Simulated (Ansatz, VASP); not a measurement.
## NiO in two plane-wave programs

Wanted: the spread between two codes on one cell, functional and k mesh.

Program: Ansatz 0.2.0. Level of theory: plane waves, with VASP 6.6.1 beside it; relaxation of cell and atoms at r2SCAN with rVV10. Results are calculated unless marked as measured.

## (1) Set-up

Symmetry: Fm-3m, No. 225, cubic system. The conventional cell has a = 4.172 Å, b = 4.172 Å, c = 4.172 Å, α = 90.00°, β = 90.00°, γ = 90.00°. Nearest to Ni lie 6 O at 2.09 Å. O has 6 Ni at 2.09 Å nearest. Farther neighbours and most contacts between anions are not listed.

## (2) Ansatz: relaxation of cell and atoms, r2SCAN with rVV10

Ansatz runs on its default PAW (the set named soft_2) files.

The relaxed volume is the usual yardstick between codes: its relative difference is about their pressure difference at one cell divided by the bulk modulus.

Input file input.yaml:

```yaml
crystal:
  lattice:
    - [0.0, 2.0859016414, 2.0859016414]
    - [2.0859016414, 0.0, 2.0859016414]
    - [2.0859016414, 2.0859016414, 0.0]
  atoms:
    - { symbol: Ni, position: [0.0, 0.0, 0.0], spin: 1.0 }
    - { symbol: O, position: [0.5, 0.5, 0.5] }
hamiltonian:
  xc: r2scan
  pseudopotentials: { kind: paw }
  dispersion: rvv10
magnetization:
  spin_polarized: true
kpoints:
  mp_grid: { grid: [9, 9, 9] }
scf:
  occupations: { method: fermi_dirac, width: 0.05 }
relax:
  f_tol: 0.01
  max_steps: 60
  cell: { stress_tol: 0.05 }
output:
  forces: true
  stress: true
  write_density: true
  write_potential: true
  elf: true
  volumetric_format: npy
```

Run with:

```bash
ansatz run input.yaml --threads 4 --pin off --max-ram 9216MiB --backend cpu --events-out ev --progress --plain --runs-dir out
```

Numbers of over 12 decimals in the logs are rounded to 6 here.

Output:

```text
Engine: ansatz 0.2.0, aarch64-unknown-linux-gnu
Pseudopotentials: kind: paw
Pseudopotential: Ni, paw, valence charge 18, recommended cutoff 500 eV (meta_gga), Ni.paw.azcp
Pseudopotential: O, paw, valence charge 6, recommended cutoff 500 eV (meta_gga), O.paw.azcp
Functional definition: r2SCAN+rVV10
  parameter k0 = 0.174
  parameter k1 = 0.065
  parameter a1 = 4.9479
  exchange = r2scan_x(k0 = k0, k1 = k1, a1 = a1)
  correlation = r2scan_c + rvv10(11.95, 0.0093)
Crystal: 2 atoms, lattice volume = 18.151 Å³
Basis set: ecut = 500 eV, 459 PW (Γ), exchange–correlation on 100×100×100 points (64 copies of the dense FFT grid, shifted against one another)
Bands: 17, of which v1, the nominal top of the filled ones, is band 12 counted from 1 (11 counted from 0)
Symmetry: 48 space group operations
Space group: Fm-3m (ITA 225), of the structure as read, at distance tolerance 2.6e-5 Å
Magnetic group: BNS 225.116 (UNI 1618), of the structure as read, at distance tolerance 2.6e-5 Å
k-points: 35 of 729
Non-local potential: Ni, projectors of the file, l = 0: 3, l = 1: 2, l = 2: 3, l = 3: 1
Non-local potential: O, projectors of the file, l = 0: 2, l = 1: 2, l = 2: 1
PAW form: soft (Blöchl's): semilocal exchange-correlation on the pseudo side does not see the compensation charge
rVV10 density: all electrons in the spheres
PAW frozen core: Ni, regenerated for the run's functional (the file was generated under x = pbe(κ = 0.804, μ = 0.219515), c = pbe(β = 0.066725))
PAW frozen core: O, regenerated for the run's functional (the file was generated under x = pbe(κ = 0.804, μ = 0.219515), c = pbe(β = 0.066725))
PAW one-centre angular grid: Ni, 590 points (default); XC on 160 Gauss nodes
PAW one-centre angular grid: O, 302 points (default); XC on 160 Gauss nodes
Initial density: superposition of atomic densities (chi_scale 0.1, normalization cell, long waves kept (reshape's long-wave potential 0.00 eV rms))
Starting moments: Σ|m| = 1 μB on 1 of 2 sites
Initial wavefunctions: pseudopotential atomic-orbital guess
Functional: x = r2scan, c = r2scan + rvv10(b = 11.95, C = 0.0093); τ floored in thin density (d = 2e-4 eV/Å³)
SCF iter   1: F=—  HF=-6410.193327 eV  |F-HF|=—  |Δ(HF+E_count)|=         —  Δρ=1.43e-1 (↑1.18e-1 ↓1.43e-1)  dr2=8.12e0  dr2_τ=1.37e-2  dr2_m=8.65e-2  M=0.947 μB ∫|m|=0.947 μB  β_m=1.00  ethr=3.10e-3  ⟨swp⟩=5.3  Hψ=5162  notcnv=0
Mixer restart at iter 1: flushing history
preconditioner: auto → none  [metal: Δε(μ)=0.017 eV  Ē_g=15.058 eV  σ=0.050 eV  W_gap=0.08  n_scr=8 (ndim 8)  ℏωp=34.9 eV  f_vac=0.000  D(μ)=1.54/eV (n_scr^D=14)  sad-step TF]
SCF iter   2: F=—  HF=-6410.909244 eV  |F-HF|=—  |Δ(HF+E_count)|=   7.16e-1  Δρ=7.06e-2 (↑7.06e-2 ↓4.83e-2)  dr2=1.06e0  dr2_τ=2.32e-2  dr2_m=1.83e-1  M=1.242 μB ∫|m|=1.246 μB  β_m=0.65  ethr=3.10e-3  ⟨swp⟩=3.0  Hψ=3190  notcnv=0  defer=14  κ⁻¹=1.0e0(r=1)
SCF iter   3: F=—  HF=-6411.458940 eV  |F-HF|=—  |Δ(HF+E_count)|=   5.50e-1  Δρ=4.83e-2 (↑4.83e-2 ↓4.57e-2)  dr2=1.57e-1  dr2_τ=4.28e-3  dr2_m=2.53e-1  M=1.584 μB ∫|m|=1.590 μB  β_m=1.00  ethr=3.10e-3  ⟨swp⟩=2.0  Hψ=2059  notcnv=0  defer=11  κ⁻¹=1.3e-2(r=2)
SCF iter   4: F=—  HF=-6411.685988 eV  |F-HF|=—  |Δ(HF+E_count)|=         —  Δρ=1.41e-2 (↑7.04e-3 ↓1.41e-2)  dr2=1.72e-2  dr2_τ=3.35e-4  dr2_m=5.03e-3  M=1.996 μB ∫|m|=2.008 μB  β_m=1.00  ethr=6.53e-4  ⟨swp⟩=2.7  Hψ=2629  notcnv=0  defer=11
Mixer restart at iter 4: flushing history
SCF iter   5: F=—  HF=-6411.889839 eV  |F-HF|=—  |Δ(HF+E_count)|=   2.04e-1  Δρ=7.66e-3 (↑5.62e-3 ↓7.66e-3)  dr2=7.37e-3  dr2_τ=1.01e-4  dr2_m=7.37e-4  M=1.999 μB ∫|m|=2.015 μB  β_m=1.00  ethr=7.18e-5  ⟨swp⟩=2.0  Hψ=2839  notcnv=0  defer=29  κ⁻¹=1.0e0(r=1)
SCF iter   6: F=—  HF=-6412.086008 eV  |F-HF|=—  |Δ(HF+E_count)|=   1.96e-1  Δρ=5.16e-3 (↑3.60e-3 ↓5.16e-3)  dr2=4.97e-3  dr2_τ=5.37e-5  dr2_m=3.99e-4  M=2.000 μB ∫|m|=2.018 μB  β_m=1.00  ethr=3.07e-5  ⟨swp⟩=2.1  Hψ=2358  notcnv=0  defer=29  κ⁻¹=3.9e-2(r=2)
SCF iter   7: F=—  HF=-6412.197415 eV  |F-HF|=—  |Δ(HF+E_count)|=   1.11e-1  Δρ=1.98e-3 (↑1.58e-3 ↓1.98e-3)  dr2=1.32e-3  dr2_τ=1.32e-5  dr2_m=6.92e-5  M=2.000 μB ∫|m|=2.018 μB  β_m=1.00  ethr=2.07e-5  ⟨swp⟩=2.2  Hψ=2381  notcnv=0  defer=29  κ⁻¹=3.3e-2(r=3)
SCF iter   8: F=—  HF=-6412.211449 eV  |F-HF|=—  |Δ(HF+E_count)|=   1.40e-2  Δρ=5.60e-4 (↑5.60e-4 ↓5.35e-4)  dr2=1.05e-4  dr2_τ=1.71e-6  dr2_m=4.85e-7  M=2.000 μB ∫|m|=2.017 μB  β_m=1.00  ethr=5.51e-6  ⟨swp⟩=2.0  Hψ=2677  notcnv=0  defer=34  κ⁻¹=4.5e-3(r=4)
SCF iter   9: F=—  HF=-6412.211493 eV  |F-HF|=—  |Δ(HF+E_count)|=   4.37e-5  Δρ=3.92e-4 (↑2.78e-4 ↓3.92e-4)  dr2=2.23e-5  dr2_τ=6.33e-7  dr2_m=1.22e-6  M=2.000 μB ∫|m|=2.017 μB  β_m=1.00  ethr=4.37e-7  ⟨swp⟩=2.0  Hψ=2182  notcnv=0  defer=34  κ⁻¹=1.4e-3(r=5)
SCF iter  10: F=—  HF=-6412.211903 eV  |F-HF|=—  |Δ(HF+E_count)|=   4.11e-4  Δρ=9.63e-5 (↑6.36e-5 ↓9.63e-5)  dr2=1.27e-6  dr2_τ=5.66e-8  dr2_m=3.53e-7  M=2.000 μB ∫|m|=2.017 μB  β_m=1.00  ethr=9.30e-8  ⟨swp⟩=2.1  Hψ=2041  notcnv=0  defer=30  κ⁻¹=2.1e-4(r=6)
SCF iter  11: F=—  HF=-6412.211918 eV  |F-HF|=—  |Δ(HF+E_count)|=   1.43e-5  Δρ=3.49e-5 (↑3.27e-5 ↓3.49e-5)  dr2=3.67e-7  dr2_τ=5.10e-9  dr2_m=1.52e-9  M=2.000 μB ∫|m|=2.017 μB  β_m=1.00  ethr=5.30e-9  ⟨swp⟩=2.1  Hψ=2051  notcnv=0  defer=33  κ⁻¹=4.8e-6(r=7)
SCF iter  12: F=—  HF=-6412.211918 eV  |F-HF|=—  |Δ(HF+E_count)|=   1.48e-7  Δρ=2.18e-5 (↑1.54e-5 ↓2.18e-5)  dr2=1.12e-7  dr2_τ=1.94e-9  dr2_m=8.28e-9  M=2.000 μB ∫|m|=2.017 μB  β_m=1.00  ethr=1.53e-9  ⟨swp⟩=2.0  Hψ=1973  notcnv=0  defer=31  κ⁻¹=1.3e-6(r=8)
SCF iter  13: F=—  HF=-6412.211918 eV  |F-HF|=—  |Δ(HF+E_count)|=   1.26e-8  Δρ=5.20e-6 (↑2.81e-6 ↓5.20e-6)  dr2=8.34e-9  dr2_τ=9.68e-11  dr2_m=3.43e-10  M=2.000 μB ∫|m|=2.017 μB  β_m=1.00  ethr=4.69e-10  ⟨swp⟩=2.0  Hψ=1880  notcnv=0  defer=31  κ⁻¹=1.0e-6(r=8)
SCF iter  14: F=-6412.211918 eV  HF=-6412.211918 eV  |F-HF|=8.56e-10  |Δ(HF+E_count)|=   2.22e-8  Δρ=1.93e-6 (↑1.39e-6 ↓1.93e-6)  dr2=6.66e-10  dr2_τ=2.00e-11  dr2_m=1.23e-10  M=2.000 μB ∫|m|=2.017 μB  ethr=3.47e-11  ⟨swp⟩=5.2  Hψ=6489  notcnv=0
SCF 1 converged in 14 iterations: F = -6412.211918 eV  dr2 = 6.66e-10
  greatest PAW one-centre occupation: 1.003 electrons in one spin orbital (limit 2), on the Ni atom at site 0 (counted from 0), in its partial waves of l = 1
relax step   1: F+E_penalty+E_count = -6412.21191780 eV  Δ(F+E_penalty+E_count) = +0.000e0 eV  max|allowed force component| = 9.696e-30 eV/Å  Δτ_max = 0.0000 Å  P = +0.608 GPa  Ω = 18.151 Å³  (14 SCF iters, dr2 threshold 1.00e-7 eV, accepted)
[...]
relax step   2: F+E_penalty+E_count = -6412.21194655 eV  Δ(F+E_penalty+E_count) = -2.874e-5 eV  max|allowed force component| = 6.730e-30 eV/Å  Δτ_max = 0.0000 Å  P = +0.281 GPa  Ω = 18.178 Å³  energy of the carried Pulay correction = -4.465e-5 eV  (7 SCF iters, dr2 threshold 2.00e-7 eV, accepted)
[...]
relax step   3: F+E_penalty+E_count = -6412.21192865 eV  Δ(F+E_penalty+E_count) = +1.790e-5 eV  max|allowed force component| = 4.125e-30 eV/Å  Δτ_max = 0.0000 Å  P = +0.003 GPa  Ω = 18.201 Å³  energy of the carried Pulay correction = -8.297e-5 eV  (7 SCF iters, dr2 threshold 1.97e-7 eV, accepted)
[...]
relax step   4: F+E_penalty+E_count = -6412.21201633 eV  Δ(F+E_penalty+E_count) = -8.769e-5 eV  max|allowed force component| = 5.128e-30 eV/Å  Δτ_max = 0.0000 Å  P = +0.006 GPa  Ω = 18.201 Å³  stress off target by 5.79e-3 GPa  SCF on the basis re-selected at this cell (its energy is not comparable with the rows above)  (10 SCF iters)
basis re-selected at this cell: Δ(F+E_penalty+E_count) = -8.769e-5 eV, ΔP = +0.002 GPa vs the last step (what re-selecting the basis moved, of the pressure what is left beyond the Pulay correction that the steps carried, after the strain that the cell walked since its last selection, with what the two solves' SCF thresholds leave and, on support functions, any second-order correction that the steps lacked; it is no m [...]
SCF converged after 10 iterations
Stability not checked: this state was not tested for a lower state beside it, because the mixer in use, unlike msr1, does not test its closes by its own steps (another_mixer; see scf.mixing.algorithm and scf.lower_state_search)
Magnetization: 2.0000 μB (13.0000 up, 11.0000 down)
Absolute magnetization: 2.0153 μB (∫|ρ↑−ρ↓|, with the PAW one-centre terms)
Spin contamination: 0.0025 ħ² per cell (⟨S²⟩ above its minimum at these occupations)
Per-site moments (μB) at R_I (Å): [(1.668168, 0.861210), (0.285636, 0.861210)]
Free energy (F): -6412.212016 eV
Harris-Foulkes:  -6412.212016 eV  (|F-HF|=1.82e-12)
Internal energy: -6412.212013 eV  (E = F + TS)
E sigma→0 (E₀):  -6412.212015 eV
Entropy (-TS):   -0.000003 eV (-0.002 meV/atom)
Fermi energy:    14.481874 eV
--- Per-component energies (eV) ---
  E_band       = -360.991562
  E_kinetic    = 451.481704
  E_local      = -3998.184340  (includes V_loc(G=0)·N_el)
  E_nonlocal   = 696.155163
  E_hartree    = 1647.202321
  E_xc         = -148.692215
  E_vxc        = -217.532232  (∫ρ·V_xc dr)
  E_paw        = -1807.976470  (= ΣΔE_a)
  E_vpaw       = -601.741633  (= ΣTr[D̂ρ^β])
  E_aug_tail   = 0.000879  (compensation charges beyond the density's cutoff)
  E_vtau       = 14.424145  (kinetic-family band-sum trace: ∫τ·v_τ [+ j·A + Jᵃ·Aᵃ] dr)
  E_ewald      = -3251.867045
  E_core_change = -0.332010  (= ΣΔE_core)
  E_smearing   = -0.000003  (= −TS)
  E_closure    = 0.000000  (closes the sum)
  Σ components = -6412.212016   (vs F -6412.212016, Δ=0.00e0)
--- Forces (eV/Å), atoms counted from 1 ---
  atom   1  Ni    -0.00000000    -0.00000000    -0.00000000
  atom   2  O      0.00000000    -0.00000000    -0.00000000
  max |Σ_I F_I| component: 8.68e-30 eV/Å
--- Stress (GPa, compression-positive) ---
        0.005794      -0.000000      -0.000000
       -0.000000       0.005794       0.000000
       -0.000000       0.000000       0.005794
  P = ⅓ Tr σ = 0.0058 GPa (0.058 kbar)
--- Band table (eV; the first three rows and the last of 70) ---
  k-point 0 ↑: bands = [... 8 lower, 10.9703, 10.9703, 11.2160, 11.2160, 11.2160, 16.1397, 32.6879, 33.6472, ... 1 higher]
  k-point 1 ↑: bands = [... 8 lower, 10.9607, 10.9607, 11.4660, 11.9170, 11.9170, 16.9873, 30.2158, 33.2052, ... 1 higher]
  k-point 2 ↑: bands = [... 8 lower, 11.1512, 11.1512, 11.6959, 12.8415, 12.8415, 18.5761, 27.5180, 31.6067, ... 1 higher]
  k-point 34 ↓: bands = [... 8 lower, 12.5537, 12.7879, 12.9529, 15.7913, 16.5060, 24.0099, 25.7088, 26.1495, ... 1 higher]
--- Relaxed structure (3 steps of the walk, 3 accepted, 1 SCFs on fresh bases) ---
  F+E_penalty+E_count = -6412.21201633 eV   max|allowed force component| = 5.128e-30 eV/Å   (the final SCF, on the basis selected at the relaxed cell)
  cell:  # Å, volume = 18.2006 Å³
    - [0, 2.087782, 2.087782]
    - [2.087782, 0, 2.087782]
    - [2.087782, 2.087782, 0]
  atoms:
    - { symbol: Ni, position: [0, 0, 0] }
    - { symbol: O, position: [0.5, 0.5, 0.5] }
```

Wall time 7.7 s (4 threads of Arm Neoverse V1, shared host); peak memory 0.4 GiB.

(Continued in part 2 of 2.)

[Lines on the potential files, build, host, timing and source positions are cut from VASP's logs without a mark.]

[Logs are printed without paths, hosts, clocks, repeated set-up lines and the standing remarks that a program may print on its own settings, such as how far it seeks lower states.]

[Hosts, paths, dates, database ids (printed as entryN), source tags and the programs' standing remarks are cut or masked in the printed files.]
